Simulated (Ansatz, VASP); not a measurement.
# InSbN2 (CuAu-ordered zincblende type (invented)) in two plane-wave programs, part 2 of 2

Wanted: the spread between two codes on one cell, functional and k mesh. The cell is generated by rule, not measured, and may not be a known phase. The cell is taken from a series of runs on this material, whose earlier steps may have relaxed, scaled, displaced or heated it; both programs get it as it stands.

VASP 6.6.1 and Ansatz 0.2.0.

So far: The structure; Ansatz: relaxation of cell and atoms, PBEsol; VASP: relaxation of cell and atoms, PBEsol.

**3. VASP: relaxation of cell and atoms, PBEsol (continued)**

Level of this step: PBEsol; plane waves and PAW (In_d, Sb, N); invented cell (VASP).

Numbers of over 12 decimals in the logs are rounded to 6 here.

From OUTCAR (step 3):

```text
ion  position               nearest neighbor table
   1  0.000  0.000  0.000-   3 2.23   4 2.23   3 2.23   4 2.23   2 3.56   2 3.56   2 3.56   2 3.56
                             2 3.56   2 3.56   2 3.56   2 3.56
   2  0.500  0.500  0.500-   3 2.20   4 2.20   4 2.20   3 2.20   1 3.56   1 3.56   1 3.56   1 3.56
                             1 3.56   1 3.56   1 3.56   1 3.56
   3  0.000  0.500  0.257-   2 2.20   2 2.20   1 2.23   1 2.23
   4  0.500  0.000  0.743-   2 2.20   2 2.20   1 2.23   1 2.23

  LATTYP: Found a simple tetragonal cell.
 ALAT       =     3.7335140000
 C/A-ratio  =     1.2782536774

 Subroutine GETGRP returns: Found  8 space group operations
 (whereof  8 operations were pure point group operations)

The static configuration has the point symmetry D_2d.

 Found    168 irreducible k-points:

   k-points           NKPTS =    168   k-points in BZ     NKDIM =    168   number of bands    NBANDS=     20

   dimension x,y,z NGX =    30 NGY =   30 NGZ =   40
   dimension x,y,z NGXF=    60 NGYF=   60 NGZF=   80

   ENCUT  =  600.0 eV  44.10 Ry    6.64 a.u.   7.46  7.46  9.53*2*pi/ulx,y,z

   NELECT =      28.0000    total number of electrons

 k-points in reciprocal lattice and weights: Automatic mesh
   0.00000000  0.00000000  0.00000000       0.001
   0.08333333  0.00000000  0.00000000       0.003
   0.16666667  0.00000000  0.00000000       0.003
   0.25000000  0.00000000  0.00000000       0.003
   0.33333333  0.00000000  0.00000000       0.003
   0.41666667  0.00000000  0.00000000       0.003
   0.50000000  0.00000000  0.00000000       0.001
   0.08333333  0.08333333  0.00000000       0.003
   0.16666667  0.08333333  0.00000000       0.006
[...]
0.50000000  0.41666667  0.50000000       0.003
   0.50000000  0.50000000  0.50000000       0.001

 average (electrostatic) potential at core
       1 -93.4631       2 -85.4867       3 -61.4422       4 -61.4422

 E-fermi :   8.2174

 k-point     1 :       0.0000    0.0000    0.0000
  band No.  band energies     occupation
    ...
     11       4.1022      2.00000
     12       5.3163      2.00000
     13       5.3163      2.00000
     14       5.5964      2.00000
     15       7.0479      2.00000
     16       8.9569      0.00000
     17      12.3514      0.00000
     18      12.3514      0.00000
     19      12.9054      0.00000
     20      14.7346      0.00000

 k-point     2 :       0.0833    0.0000    0.0000
  band No.  band energies     occupation
    ...
     11       3.8231      2.00000
     12       5.2943      2.00000
     13       5.5062      2.00000
     14       5.5815      2.00000
     15       7.2428      2.00000
     16       9.1044      0.00000
     17      12.1926      0.00000
     18      12.3433      0.00000
     19      13.0185      0.00000
     20      14.6858      0.00000

 k-point     3 :       0.1667    0.0000    0.0000
  band No.  band energies     occupation
    ...
     11       3.2369      2.00000
     12       5.2269      2.00000
     13       5.2396      2.00000
     14       6.0598      2.00000
     15       7.6998      2.00000
     16       9.5125      0.00000
     17      11.9266      0.00000
     18      12.3101      0.00000
     19      13.1597      0.00000
     20      14.4476      0.00000

  Total       -0.0146029     -0.0146029      0.0167863      0.0000000     -0.0000000      0.0000000
  in kB       -0.3516099     -0.3516099      0.4041824      0.0000000     -0.0000000      0.0000000
  external PRESSURE =      -0.0996791 kB  Pullay stress =       0.0000000 kB

  energy-cutoff  :      600.00
  volume of cell :       66.54
      direct lattice vectors                 reciprocal lattice vectors
     3.731195488  0.000000000  0.000000000     0.268010616  0.000000000  0.000000000
     0.000000000  3.731195488 -0.000000000     0.000000000  0.268010616 -0.000000000
     0.000000000  0.000000000  4.779595478     0.000000000  0.000000000  0.209222727

 POSITION                                       TOTAL-FORCE (eV/Angst)
 -----------------------------------------------------------------------------------
      0.00000      0.00000      0.00000         0.000000     -0.000000      0.000000
      1.86560      1.86560      2.38980         0.000000     -0.000000      0.000000
      0.00000      1.86560      1.21221         0.000000      0.000000      0.001135
      1.86560      0.00000      3.56739         0.000000     -0.000000     -0.001135
 -----------------------------------------------------------------------------------
    total drift:                                0.000000     -0.000000     -0.000000

  FREE ENERGIE OF THE ION-ELECTRON SYSTEM (eV)
  ---------------------------------------------------
  free  energy   TOTEN  =       -22.8869768755 eV

  energy  without entropy=      -22.8789390414  energy(sigma->0) =      -22.88295796

 reached required accuracy - stopping structural energy minimisation

 total charge
# of ion       s       p       d       tot
------------------------------------------
    1        0.746   0.696   9.961  11.403
    2        1.219   1.011   0.099   2.329
    3        1.307   2.285   0.000   3.591
    4        1.307   2.285   0.000   3.591
--------------------------------------------------
tot          4.578   6.276  10.060  20.914

[... 3 further parts left out ...]
```

CONTCAR:

```
InSbN2
   1.00000000000000
     3.7311954883070126    0.0000000000000000    0.0000000000000000
     0.0000000000000000    3.7311954883070126   -0.0000000000000000
     0.0000000000000000    0.0000000000000000    4.7795954782398944
  In              Sb              N
     1     1     2
Direct
     0.0000000000000000    0.0000000000000000    0.0000000000000000
     0.5000000000000000    0.5000000000000000    0.5000000000000000
     0.0000000000000000    0.5000000000000000    0.2536215580565039
     0.5000000000000000    0.0000000000000000    0.7463784419434961
```

The run keeps the 8 symmetry operations of its start, so it cannot find a distortion of lower symmetry.

**4. Differences**

Known differences besides the potentials themselves: the data sets hold 38 valence electrons in Ansatz (on its default PAW (the set named soft_2) files) and 28 in VASP; the cutoff is 420 eV in Ansatz and 600 eV in VASP; Ansatz makes its cores anew for this functional, VASP keeps those of its PBE data sets; Ansatz adds a Pulay correction to the stress that steers its cell, VASP none. Total energies have different zeros and are not compared.

The two programs side by side:

```tsv
quantity	Ansatz	VASP	difference
volume (Å³)	66.54	66.54	+0.00 %
edge a after relaxation, in the typed setting (Å)	3.729	3.731	-0.06 %
edge c after relaxation, in the typed setting (Å)	4.786	4.780	+0.13 %
```

**5. Summary of results**

- difference in edge c after relaxation, in the typed setting (relaxation of cell and atoms, PBEsol): 0.13 %

**Reading.** The difference in edge c after relaxation, in the typed setting is 0.13 % (relaxation of cell and atoms, PBEsol), within the 1.2 % picked in this series as the mark of a large difference, as far as the stopping tolerances let one tell. The data sets hold unlike numbers of valence electrons (38 in Ansatz and 28 in VASP), so part of the differences comes from the potentials. 1 further run of this series is not shown here. How closely two codes agree says nothing of how well the functional describes the real material.

[Lines on the potential files, build, host, timing and source positions are cut from VASP's logs without a mark.]

[Logs are printed without paths, hosts, clocks, repeated set-up lines and the standing remarks that a program may print on its own settings, such as how far it seeks lower states.]

[Hosts, paths, dates, database ids (printed as entryN), source tags and the programs' standing remarks are cut or masked in the printed files.]
